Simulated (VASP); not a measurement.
O3W, in a box:

```
O W
1.0
    11.00000    0.00000    0.00000
     0.00000   12.00000    0.00000
     0.00000    0.00000   12.00000
O W
3 1
Direct
  0.44961 0.52559 0.61247
  0.56863 0.40822 0.44673
  0.43373 0.59528 0.39320
  0.43790 0.47985 0.47745
```

Base run:

- Program: VASP 6.6.1
- Functional: PBE
- Potentials or basis: VASP PAW PBE potentials, release 64 (O, W_sv)
- Cutoff: 520 eV
- k mesh: 1 × 1 × 1
- Occupations: gaussian, width 0.01 eV
- Spin: no spin polarisation

Its results: gap between the frontier levels 1.73 eV; largest force 2.210 eV/Å.

Task: The run is repeated on the same cell with these changes: functional from PBE to BEEF-vdW; further incar settings from ALGO = Normal; EDIFF = 1e-07; NBANDS = 24 to ALGO = Fast; EDIFF = 1e-07. What comes out?

Result: Gap between the frontier levels 1.63 eV; largest force 2.126 eV/Å.

Caveats: spin-orbit coupling is left out, which moves the levels of the heavy elements; the PAW data sets were made with another functional, which shifts forces and pressure a little (some runs).

A k mesh can miss the band edges.

Not every run made on this cell is shown here.
